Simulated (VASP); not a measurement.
CuCl (zinc blende), at 0.96 of the tabulated volume:

```
CELL_PARAMETERS angstrom
      0.00000     2.66844     2.66844
      2.66844     0.00000     2.66844
      2.66844     2.66844     0.00000
ATOMIC_POSITIONS crystal
  Cu 0.00000 0.00000 0.00000
  Cl 0.25000 0.25000 0.25000
```

The lowest empty band near Γ, direction [110], from PBE with spin-orbit coupling in VASP (PAW); its two spin partners are averaged. The gap over the points computed is 0.56 eV, and the next band on that side lies 6.03 eV away at the edge.

Run with 400 eV cut-off, 10×10×10 Γ-centred mesh, Gaussian smearing of 0.050 eV, potentials Cu Cl.

```json
[
 {"distance from the edge in k (1/Å)": "0.018", "distance in energy (meV)": "5.4"},
 {"distance from the edge in k (1/Å)": "0.025", "distance in energy (meV)": "10.4"},
 {"distance from the edge in k (1/Å)": "0.035", "distance in energy (meV)": "20.3"},
 {"distance from the edge in k (1/Å)": "0.050", "distance in energy (meV)": "40.6"},
 {"distance from the edge in k (1/Å)": "0.070", "distance in energy (meV)": "76.9"}
]
```

Task: Fit E(1 + αE) = ħ²k²/2m* (ħ²/2m0 = 3.810 eV Å²) and predict the row at 0.095 1/Å.

Result: Least squares on the energies gives the electron mass m* = 0.226 m0 and α = 0.98 per eV, and so 134.6 meV. The run gave 134.6 meV, +0.0 meV from the fit.

Left out are points under 3 meV from the edge, since the levels carry 0.1 meV, and points farther than half the way to the next band.

The compound is CuCl in the zinc blende structure. The cell was not relaxed at this level.
